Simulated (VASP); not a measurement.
Input:

```yaml
crystal:
  lattice:
    - [-2.33916, 2.33916, 1.39110]
    - [2.33916, -2.33916, 1.39110]
    - [2.33916, 2.33916, -1.39110]
  atoms:
    - { symbol: Ru, position: [0.75000, 0.25000, 0.50000] }
    - { symbol: Ru, position: [0.00000, 0.00000, 0.00000] }
```

Method: r2SCAN meta-GGA, VASP's PBE PAW potentials (set 64) (plane waves; VASP). Run with 400 eV cut-off, 17×17×17 Γ-centred mesh, tetrahedra with Blöchl corrections, potentials Ru_pv.

Give the energies of bands 7 to 17 at the high-symmetry points, in eV from the Fermi level.

| band | Γ | X | M | Z | P | N |
|---|---|---|---|---|---|---|
| 7 | -7.48 | -4.93 | -4.81 | -4.33 | -5.19 | -5.35 |
| 8 | -6.28 | -4.93 | -4.81 | -4.13 | -5.19 | -5.29 |
| 9 | -5.07 | -3.58 | -3.37 | -4.13 | -4.46 | -4.05 |
| 10 | -3.69 | -3.58 | -3.37 | -3.25 | -4.46 | -3.99 |
| 11 | -3.01 | -2.98 | -0.73 | -2.61 | -1.87 | -1.92 |
| 12 | -0.76 | -2.98 | -0.73 | -1.83 | -1.87 | -1.30 |
| 13 | -0.76 | -0.69 | -0.32 | -1.00 | 0.73 | -0.57 |
| 14 | -0.63 | -0.69 | -0.32 | -1.00 | 0.73 | 0.10 |
| 15 | -0.63 | 0.89 | -0.12 | 0.33 | 1.71 | 1.47 |
| 16 | 2.25 | 0.89 | -0.12 | 0.69 | 1.71 | 1.63 |
| 17 | 3.37 | 1.68 | 0.65 | 7.05 | 5.64 | 3.27 |

It has no gap at this level: it comes out as a metal or semimetal.

The structure was generated: Ru was put into the beta-Sn type (I4_1/amd), which need not be its known phase. It was relaxed first, which changed the volume by +7 %.
